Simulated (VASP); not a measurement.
Here is a VASP 6.6.1 calculation.

File INCAR:

```
  PREC = Accurate
  ENCUT = 520
  EDIFF = 1E-7
  ISMEAR = -1
  SIGMA = 0.05
  LREAL = False
  LASPH = True
  NELM = 120
  ALGO = Normal
  ISIF = 2
  LWAVE = False
  LCHARG = False
  ISPIN = 2
  MAGMOM = 0 4
  LORBIT = 11
  LMAXMIX = 4
  GGA = PE
  NBANDS = 24
```

The input KPOINTS:

```
Automatic mesh
0
Gamma
  8 8 8
```

Contents of POSCAR:

```
MnHg
1.0
    3.2880000000      0.0000000000      0.0000000000
    0.0000000000      3.2880000000      0.0000000000
    0.0000000000      0.0000000000      3.3130000000
Hg Mn
1 1
Direct
    0.0006610000     -0.0169190000     -0.0053160000
    0.5018680000      0.5069210000      0.5028280000
```

Potentials or basis: VASP PAW PBE potentials, release 64 (Hg, Mn_pv).

The run is started by

```sh
$ cat potpaw_PBE.64/Hg/POTCAR potpaw_PBE.64/Mn_pv/POTCAR > POTCAR
$ mpirun -np 1 vasp_std > vasp.out
```

Q: Estimate the largest force.

A: 0.291 eV/Å.

Q: Predict the net moment.

A: 3.88 μB per cell.

Q: Predict the pressure.

A: 2.7 GPa.

Q: Estimate the site moments.

A: Hg -0.06; Mn +3.80 μB.

Stress tensor (GPa, compression positive):
```
2.83 0.02 0.01
0.02 2.60 0.14
0.01 0.14 2.75
```

Spin-orbit coupling is left out, which matters for the levels of Hg.
